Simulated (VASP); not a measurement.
# BaTe: band gap against strain

BaTe (rock salt, Fm-3m, 42.302 Å³/atom and stress up to 0.01 GPa in the relaxed cell, cube axes along x, y and z) under an equal strain ε along all three axes. PBEsol in VASP (plane waves, PAW), 480 eV, 8×8×8 Γ-centred mesh, Gaussian smearing 0.05 eV; ions are relaxed, or left where forces stay under 0.02 eV/Å, within the symmetry of each cell. Gaps are the smallest on the run's k-mesh, which can miss an edge that lies off it, without spin-orbit coupling; in all rows the valence edge lies at Γ and the conduction edge at about 0.9 Å⁻¹ from Γ.

Here s stands for strain and Eg for gap.

```
strain (%)  gap (eV)
----------  --------
-1.50           1.29
-1.00           1.33
-0.50           1.36
0.00            1.40
0.50            1.43
1.00            1.47
1.50            1.50
3.00               ?
```

Task: Using a straight line, estimate the missing Eg at s = 3.00 from the other rows, showing the fit.

Result: Means: s 0, Eg 1.397. About the means, the sum of products is 0.49000 and the sum of squares of s is 7.0000; the slope is their ratio. Least squares gives Eg = 1.397 + 0.0700·s. Residuals (row less fit): -0.002, 0.003, -0.002, 0.003, -0.002, 0.003, -0.002; standard error 0.003 (degrees of freedom: 5). Over these rows the gap moves by 7.0 ± 0.1 eV per unit strain, or 2.3 eV per unit of ln V. At the withheld row, Eg = 1.397 + 0.0700 × 3.0 = 1.607 eV. The calculation gives 1.58 eV, 0.027 eV below the prediction (9.3 % of the range of Eg in the table). The row lies outside the fitted rows, so this is an extrapolation. The scatter of the fitted rows lies at the last printed digit.

Other structures, which can take over under pressure, weren't tried. Spin-orbit coupling is left out, which can shift this property for BaTe. Rows are the converged runs of the series near zero and its far end, less any whose ions stayed unrelaxed beside relaxed ones; series whose fitted rows scatter by over a few per cent of the range, as at a crossing or softening among them, aren't shown in this form. Most that stay on the fit to the last digits aren't either.
